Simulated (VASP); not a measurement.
Input:

```
CELL_PARAMETERS angstrom
      3.13176     0.00000     0.00000
     -1.56588     2.71218     0.00000
      0.00000     0.00000    10.25258
ATOMIC_POSITIONS crystal
  Zn 0.00000 0.00000 0.00000
  Zn 0.00000 0.00000 0.50000
  Zn 0.66667 0.33333 0.75018
  Zn 0.33333 0.66667 0.25018
  O  0.00000 0.00000 0.81216
  O  0.00000 0.00000 0.31216
  O  0.66667 0.33333 0.56329
  O  0.33333 0.66667 0.06329
```

All values below come from PBE GGA, VASP's PBE PAW potentials (set 64) (plane waves; VASP). Settings: 400 eV cut-off, 10×10×3 Γ-centred mesh, Gaussian smearing of 0.10 eV, potentials Zn O.

At this cut-off the stress carries a Pulay error, which pulls relaxed volumes low.

Problem. What does the run give for the energy per atom (σ→0), pressure?

Solution. 
```
Property                        Value
---------------------  --------------
energy per atom (σ→0)  -4.374 eV/atom
pressure                   174.6 kbar
```

The absolute energy has meaning only against runs of the same code, potentials and settings.

The structure was generated: ZnO was put into an ordered model structure, which need not be its known phase. The cell was not relaxed at this level.
